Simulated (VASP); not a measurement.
FeSi:

```
Fe Si
1.0
     4.55070    0.00000    0.00000
     0.00000    4.55070    0.00000
     0.00000    0.00000    4.55070
Fe Si
4 4
Cartesian
  0.6213 0.6213 0.6213
  1.6541 3.9294 2.8966
  2.8966 1.6541 3.9294
  3.9294 2.8966 1.6541
  3.8335 3.8335 3.8335
  2.9925 0.7172 1.5582
  1.5582 2.9925 0.7172
  0.7172 1.5582 2.9925
```

```yaml
Program: VASP 6.6.1
Task: relaxation of cell and atoms
Functional: PBE
Dispersion: D3(BJ)
Potentials_or_basis: VASP PAW PBE potentials, release 64 (Fe, Si)
Cutoff: 600 eV
k_mesh: 8 × 8 × 8
Occupations: gaussian, width 0.03 eV
Spin: no spin polarisation
```

At the start: pressure -19.8 GPa; volume 11.78 Å³/atom.

How do energy, volume and symmetry change on relaxing?

Over 11 steps the energy falls by 75.7 meV/atom and the volume is 10.67 Å³/atom (-9.5 %); space group P2_13 (No. 198, to 0.05 Å).

Step by step:
| step | energy change (eV) | largest force (eV/Å) | pressure (GPa) | volume (Å³) |
| --- | --- | --- | --- | --- |
| 1 | 0.0000 | 0.2836 | -19.82 | 94.24 |
| 2 | 0.4985 | 0.9378 | 39.85 | 75.73 |
| 3 | -0.6001 | 0.1698 | -0.74 | 85.69 |
| 4 | -0.6006 | 0.1816 | -0.21 | 85.49 |
| 5 | -0.6005 | 0.1918 | 0.30 | 85.32 |
| 6 | -0.6050 | 0.0768 | 0.46 | 85.23 |
| 7 | -0.6055 | 0.0430 | 0.44 | 85.20 |
| 8 | -0.6055 | 0.0071 | -0.69 | 85.54 |
| 9 | -0.6059 | 0.0253 | -0.08 | 85.36 |
| 10 | -0.6059 | 0.0240 | -0.12 | 85.37 |
| 11 | -0.6060 | 0.0058 | -0.03 | 85.33 |

Final structure:
```
Fe Si
1.0
     4.40243    0.00000    0.00000
     0.00000    4.40243    0.00000
     0.00000    0.00000    4.40243
Fe Si
4 4
Direct
  0.13762 0.13762 0.13762
  0.36238 0.86238 0.63762
  0.63762 0.36238 0.86238
  0.86238 0.63762 0.36238
  0.84133 0.84133 0.84133
  0.65867 0.15867 0.34133
  0.34133 0.65867 0.15867
  0.15867 0.34133 0.65867
```
